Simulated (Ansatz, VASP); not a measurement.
**MnSe: VASP beside Ansatz**

Aim: how closely do two programs agree when they are given the same cell, functional and k mesh? The cell is taken from a series of runs on this material, whose earlier steps may have relaxed, scaled, displaced or heated it; both programs get it as it stands.

Main program and level: Ansatz 0.2.0; plane waves, with VASP 6.6.1 beside it; zone-centre phonons at LDA.

## (1) Starting point

Symmetry: F-43m, No. 216, cubic system. Conventional cell: a = 5.637 Å, b = 5.637 Å, c = 5.637 Å, α = 90.00°, β = 90.00°, γ = 90.00°. Nearest to Mn lie 4 Se at 2.44 Å. Nearest to Se lie 4 Mn at 2.44 Å. Farther neighbours and most contacts between anions are not listed.

Structure file:

```cif
data_structure
_symmetry_space_group_name_H-M 'F-43m'
_symmetry_Int_Tables_number 216
_cell_length_a 5.6369
_cell_length_b 5.6369
_cell_length_c 5.6369
_cell_angle_alpha 90.000
_cell_angle_beta 90.000
_cell_angle_gamma 90.000
_cell_volume 179.11
loop_
_atom_site_label
_atom_site_type_symbol
_atom_site_symmetry_multiplicity
_atom_site_Wyckoff_symbol
_atom_site_fract_x
_atom_site_fract_y
_atom_site_fract_z
_atom_site_occupancy
Mn1 Mn 4 a 0.00000 0.00000 0.00000 1
Se1 Se 4 d 0.25000 0.25000 0.75000 1
```

## (2) Ansatz: zone-centre phonons, LDA

Ansatz runs on norm-conserving files, of PseudoDojo where its log says so.

Second derivatives magnify differences that forces hide, and they need a tight electronic threshold.

The input, input.yaml:

```yaml
crystal:
  lattice:
    - [-2.818466512, 0.0, 2.818466512]
    - [0.0, 2.818466512, 2.818466512]
    - [-2.818466512, 2.818466512, 0.0]
  atoms:
    - { symbol: Mn, position: [0.0, 0.0, 0.0], spin: 4.2 }
    - { symbol: Se, position: [0.25, 0.25, 0.25] }
kpoints:
  mp_grid: { grid: [12, 12, 12] }
hamiltonian:
  xc: lda
  pseudopotentials: { kind: nc, accuracy: standard }
scf:
  occupations: { method: cold, width: 0.27211 }
output:
  eigenvalues: true
  populations: true
magnetization:
  spin_polarized: true
phonons:
  method: dfpt
```

On the command line:

```bash
$ ansatz run input.yaml --threads 4 --pin off --max-ram 16384MiB --backend cpu --events-out ev --progress --plain --runs-dir out
```

Numbers of over 12 decimals in the logs are rounded to 6 here.

The log of the run:

```text
zone centre: on kpoints.mp_grid the ground state, and the responses unless they are solved on pairs of k-points, stand on 163 of the mesh's 1728 k-points, reduced under 8 symmetry operations, with k and −k counted as one. Each operation leaves every solved displacement unchanged or reverses it
Engine: ansatz 0.2.0, aarch64-unknown-linux-gnu
Pseudopotentials: kind: nc
Pseudopotential: Mn, nc, valence charge 15, recommended cutoff 1306.14654 eV (normal), Mn.nc.azcp (PseudoDojo's, or run here from an input of PseudoDojo's; its table is named by hamiltonian.pseudopotentials.accuracy)
Pseudopotential: Se, nc, valence charge 16, recommended cutoff 1170.089609 eV (normal), Se.nc.azcp (PseudoDojo's, or run here from an input of PseudoDojo's; its table is named by hamiltonian.pseudopotentials.accuracy)
Functional definition: SPW92
  exchange = slater_x
  correlation = pw_c
Crystal: 2 atoms, lattice volume = 44.778 Å³
Basis set: ecut = 1306.14654 eV, 4813 PW (Γ), exchange–correlation on 96×96×96 points (8 copies of the dense FFT grid, shifted against one another)
Bands: 22, of which v1, the nominal top of the filled ones, is band 16 counted from 1 (15 counted from 0)
Symmetry: 24 space group operations
Space group: F-43m (ITA 216), of the structure as read, at distance tolerance 3.6e-5 Å
Magnetic group: BNS 216.74 (UNI 1576), of the structure as read, at distance tolerance 3.6e-5 Å
k-points: 72 of 1728 (time reversal used)
Non-local potential: Mn, projectors of the file, l = 0: 2, l = 1: 2, l = 2: 2
Non-local potential: Se, projectors of the file, l = 0: 2, l = 1: 2, l = 2: 2
Initial density: superposition of atomic densities (chi_scale 0.1, normalization cell, long waves kept (reshape's long-wave potential 0.00 eV rms))
Starting moments: Σ|m| = 4.2 μB on 1 of 2 sites
Initial wavefunctions: pseudopotential atomic-orbital guess
Functional: x = slater, c = lda
SCF 1 converged in 11 iterations: F = -6258.180749 eV  dr2 = 2.74e-9
k-points: 163 of 1728 (irreducible under 8 space group operations, time reversal used)
Initial density: read from a saved state, or passed on in memory by an earlier SCF of this step, an earlier step, the calling program or the single point that the run made first
Stability of the state it starts from, as read at its close in the collinear treatment: not read, because cold or Methfessel-Paxton smearing, or corrected tetrahedra, fill the levels in a way that the test cannot read (fill_not_monotonic); its run was given moments
Starting moments: Σ|m| = 4.2 μB on 1 of 2 sites; this step starts from the density that it was given
iter 1 solved again at ethr=3.13e-7 eV; its pass at ethr=3.10e-3 eV (dr2=9.71e-5 eV) is discarded
SCF iter   1: F=—  HF=-6258.180917 eV  |F-HF|=—  |Δ(HF+E_count)|=         —  Δρ=1.74e-6 (↑1.74e-6 ↓1.68e-6)  dr2=3.23e-9  dr2_m=1.17e-10  M=4.482 μB ∫|m|=4.482 μB  β_m=0.30  ethr=3.13e-7  ⟨swp⟩=3.9  Hψ=57003  notcnv=0
eigensolver tolerance schedule: the retry pair's looser diagonalisation over-reported the residual by 30045.37 of it (diagonalisation noise at an unbounded share of the residual, at the tolerance the schedule requests for it); recorded, not acted on — ethr = c·dr2/N_el stays at c = 1.0e-1
preconditioner: auto → Kerker (q_TF=auto, 2.566 Å⁻¹)  [metal: Δε(μ)=0.030 eV  Ē_g=9.308 eV  σ=0.272 eV  W_gap=0.07  n_scr=14 (ndim 8)  ℏωp=20.0 eV  f_vac=0.074  D(μ)=1.63/eV (n_scr^D=14)]
spin=Collinear: Kerker preconditioning applied to the charge; magnetization (m = ρ↑ − ρ↓) channel mixes plain (no charge-response kernel on spin).
SCF iter   2: F=—  HF=-6258.180749 eV  |F-HF|=—  |Δ(HF+E_count)|=   1.68e-4  S|Δr|=    0.00e0  Δρ=1.24e-6 (↑1.20e-6 ↓1.24e-6)  dr2=1.99e-9  dr2_m=8.45e-11  M=4.482 μB ∫|m|=4.482 μB  β_m=0.61  ethr=1.04e-11  ⟨swp⟩=4.0  Hψ=17598  notcnv=0
SCF iter   3: F=—  HF=-6258.180749 eV  |F-HF|=—  |Δ(HF+E_count)|=   1.06e-9  S|Δr|=    0.00e0  Δρ=8.87e-7 (↑8.87e-7 ↓8.13e-7)  dr2=9.72e-10  dr2_m=1.18e-11  M=4.482 μB ∫|m|=4.482 μB  β_m=0.61  ethr=6.43e-12  ⟨swp⟩=1.9  Hψ=8459  notcnv=0
SCF iter   4: F=—  HF=-6258.180749 eV  |F-HF|=—  |Δ(HF+E_count)|=  1.49e-10  S|Δr|=    0.00e0  Δρ=6.69e-7 (↑6.69e-7 ↓4.17e-7)  dr2=2.49e-10  dr2_m=2.30e-11  M=4.482 μB ∫|m|=4.482 μB  β_m=0.63  ethr=3.13e-12  ⟨swp⟩=1.4  Hψ=7451  notcnv=0
SCF iter   5: F=—  HF=-6258.180749 eV  |F-HF|=—  |Δ(HF+E_count)|=  3.09e-11  S|Δr|=    0.00e0  Δρ=4.85e-7 (↑4.85e-7 ↓3.05e-7)  dr2=1.10e-10  dr2_m=1.35e-11  M=4.482 μB ∫|m|=4.482 μB  β_m=0.81  ethr=1.00e-12  ⟨swp⟩=1.0  Hψ=7174  notcnv=0
SCF iter   6: F=-6258.180749 eV  HF=-6258.180749 eV  |F-HF|=1.82e-12  |Δ(HF+E_count)|=  1.09e-11  S|Δr|=    0.00e0  Δρ=7.88e-8 (↑7.88e-8 ↓6.44e-8)  dr2=3.85e-12  dr2_m=2.09e-13  M=4.482 μB ∫|m|=4.482 μB  ethr=1.00e-12  ⟨swp⟩=5.4  Hψ=33221  notcnv=0
SCF 2 converged in 6 iterations: F = -6258.180749 eV  dr2 = 3.85e-12
this state was not tested for a lower state beside it, because cold or Methfessel-Paxton smearing, or corrected tetrahedra, fill the levels in a way that the test cannot read (fill_not_monotonic; see scf.lower_state_search)
DFPT response loops at Γ: preconditioner auto → Kerker (q_TF=auto, 2.566 Å⁻¹) (partly filled bands, converged f_vac=0.074); β = 1.00, the filter's whole step (`scf.mixing.beta` (0.30) is not read by the response loops under this deck's `scf.mixing.preconditioner`; to damp them name `kerker` or `kerker_dos`, under which they read `scf.mixing.beta`, and type it under 1.00, their step now; both keys bind the ground state too); Broyden in place of MSR1
SCF converged after 6 iterations
Magnetization: 4.4825 μB (17.7412 up, 13.2588 down)
Absolute magnetization: 4.4825 μB (∫|ρ↑−ρ↓|)
Spin contamination: 0.0423 ħ² per cell (⟨S²⟩ above its minimum at these occupations)
Per-site moments (μB) at R_I (Å): [(3.844847, 1.006856), (0.065868, 1.006856)]
Free energy (F): -6258.180749 eV
Harris-Foulkes:  -6258.180749 eV  (|F-HF|=1.82e-12)
Internal energy: -6258.172476 eV  (E = F + TS)
E sigma→0 (E₀):  -6258.177991 eV
Entropy (-TS):   -0.008273 eV (-4.136 meV/atom)
Fermi energy:    9.267934 eV
--- Per-component energies (eV) ---
  E_band       = -700.103785
  E_kinetic    = 3452.864765
  E_local      = -5669.452654  (includes V_loc(G=0)·N_el)
  E_nonlocal   = -1596.580367
  E_hartree    = 2007.130797
  E_xc         = -1143.717867
  E_vxc        = -901.197080  (∫ρ·V_xc dr)
  E_ewald      = -3308.417151
  E_smearing   = -0.008273  (= −TS)
  E_closure    = -0.000000  (closes the sum)
  Σ components = -6258.180749   (vs F -6258.180749, Δ=0.00e0)
--- Band table (eV; the first three rows and the last of 326) ---
  k-point 0 ↑: bands = [... 12 lower, 4.6613, 6.4024, 6.4024, 10.2389, 10.2389, 10.2389, 10.4708, 15.2086, ... 2 higher]
  k-point 1 ↑: bands = [... 12 lower, 4.6788, 6.3974, 6.3974, 9.5593, 10.1502, 10.1502, 11.0949, 15.1632, ... 2 higher]
  k-point 2 ↑: bands = [... 12 lower, 4.7248, 6.3902, 6.3902, 8.7439, 9.9200, 9.9200, 11.7170, 15.1909, ... 2 higher]
  k-point 162 ↓: bands = [... 12 lower, 6.1535, 8.9918, 9.9114, 10.2771, 10.3970, 10.3970, 13.6751, 14.9819, ... 2 higher]
--- Phonons (Γ-DFPT): 2 representative perturbations + reference, on 163 of 1728 k-points (Σ response iterations 6) ---
  k mesh reduced under 8 symmetry operations, with k and −k counted as one. Each operation leaves every solved displacement unchanged or reverses it
  ASR residual: 2.806e-4 → 0.000e0 eV/Å²; symmetrization residual: 1.058e-5 eV/Å²
  ASR residual per site (eV/Å²): 2.81e-4 6.52e-5
  Γ frequencies (cm⁻¹): 0.00 0.00 0.00 235.10 235.10 235.10
  non-analytic LO–TO correction: not included (Born effective charges unavailable; polar crystals: no LO–TO splitting at Γ)
--- Löwdin populations: 2 sites ---
  site symbol       q [e]    m [muB]
     0     Mn     14.1196     4.2139
     1     Se     16.6967     0.2058
  spilling = 0.005926 (of n_electrons = 31.000000)
```

(Part 1 of 2 ends here.)

[Lines on the potential files, build, host, timing and source positions are cut from VASP's logs without a mark.]

[Logs are printed without paths, hosts, clocks, repeated set-up lines and the standing remarks that a program may print on its own settings, such as how far it seeks lower states.]

[Hosts, paths, dates, database ids (printed as entryN), source tags and the programs' standing remarks are cut or masked in the printed files.]
